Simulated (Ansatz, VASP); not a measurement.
This is a calculation of K3Ge for VASP 6.6.1. The cell comes from a database or a generator and needn't be the stable form of this composition.

INCAR

```
SYSTEM = K3Ge
  PREC = Accurate
  ENCUT = 520
  EDIFF = 1E-7
  ISMEAR = -1
  SIGMA = 0.05
  LREAL = .False.
  LASPH = .True.
  NELM = 60
  ALGO = Normal
  ISIF = 2
  LWAVE = .False.
  LCHARG = .False.
  GGA = PE
  NBANDS = 28
```

File KPOINTS:

```
Automatic mesh
0
Gamma
  6 6 6
  0 0 0
```

File POSCAR:

```
K3Ge
1.0
    0.0000000000      4.3110110000      4.3110110000
    4.3110110000      0.0000000000      4.3110110000
    4.3110110000      4.3110110000      0.0000000000
Ge K
1 3
Direct
    0.0000000000      0.0000000000      0.0000000000
    0.5000000000      0.5000000000      0.5000000000
    0.7500000000      0.7500000000      0.7500000000
    0.2500000000      0.2500000000      0.2500000000
```

Potentials or basis: VASP PAW PBE potentials, release 64 (Ge_d, K_sv).

Launch:

```sh
$ cat potpaw_PBE.64/Ge_d/POTCAR potpaw_PBE.64/K_sv/POTCAR > POTCAR
$ mpirun -np 1 vasp_std > vasp.out
```

Question: Set up the same calculation for Ansatz 0.2.0. Potentials or basis there: Ansatz PAW, cutoff 420 eV.

Answer: As run (cutoffs and basis follow the program's own potentials, and thresholds, step limits or extra output files can differ):

input.yaml

```yaml
crystal:
  lattice:
    - [0.0, 4.311011, 4.311011]
    - [4.311011, 0.0, 4.311011]
    - [4.311011, 4.311011, 0.0]
  atoms:
    - { symbol: Ge, position: [0.0, 0.0, 0.0] }
    - { symbol: K, position: [0.5, 0.5, 0.5] }
    - { symbol: K, position: [0.75, 0.75, 0.75] }
    - { symbol: K, position: [0.25, 0.25, 0.25] }
hamiltonian:
  xc: pbe
  pseudopotentials: { kind: paw }
kpoints:
  mp_grid: { grid: [6, 6, 6] }
scf:
  occupations: { method: fermi_dirac, width: 0.05 }
output:
  forces: true
  stress: true
  eigenvalues: true
  write_density: true
  write_potential: true
  elf: true
  volumetric_format: npy
```

Potentials or basis: Ansatz PAW.

The run is started by

```sh
$ ansatz run input.yaml --threads 2 --pin off --max-ram 5120MiB --backend cpu --events-out ev --progress --plain --runs-dir out
```

Both were run:

|  | VASP | Ansatz |
| --- | --- | --- |
| Pressure | 0.0 GPa | 0.0 GPa |

Ansatz's pressure holds a Pulay term of +0.00 GPa for its cutoff of 420 eV, which the other run lacks.

Where Ansatz's input types no cutoff or centring, it takes its own default and a Γ-centred mesh.

Pressure is positive in compression.
